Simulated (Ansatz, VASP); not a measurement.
One calculation of SnPt3, two programs

```
Sn Pt
1.0
     4.05264    0.00000    0.00000
     0.00000    4.05264    0.00000
     0.00000    0.00000    4.05264
Sn Pt
1 3
Direct
  0.00000 0.00000 0.00000
  0.00000 0.50000 0.50000
  0.50000 0.00000 0.50000
  0.50000 0.50000 0.00000
```

Change from the starting cell: volume scaled by 1.04, crystal datasets.

Alike in both runs: task electric field gradients; functional LDA; k mesh 8 × 8 × 8; occupations fermi-dirac, width 0.05 eV; no spin polarisation.

```csv
,VASP,Ansatz
version,VASP 6.6.1,Ansatz 0.2.0
potentials or method,"VASP PAW LDA potentials, release 64 (Sn_d, Pt), cutoff 520 eV","all-electron PAW with datasets made for the crystal, scalar-relativistic"
```

Ansatz gave:

| Quantity | Value |
| --- | --- |
| pressure (GPa) | -11.5 |
| Vzz of the field gradient on the site that differs most (V/Å²) | -150.1 |

Task: Which values does VASP return?

Result: Pressure (GPa): -11.0; Vzz of the field gradient on the site that differs most (V/Å²): -136.8.

Ansatz ran all-electron here, so the differences hold the error of VASP's frozen core and of both bases. Ansatz warned: «gradients_without_spin_orbit».

Spin-orbit coupling is left out, which matters for the levels of Pt.
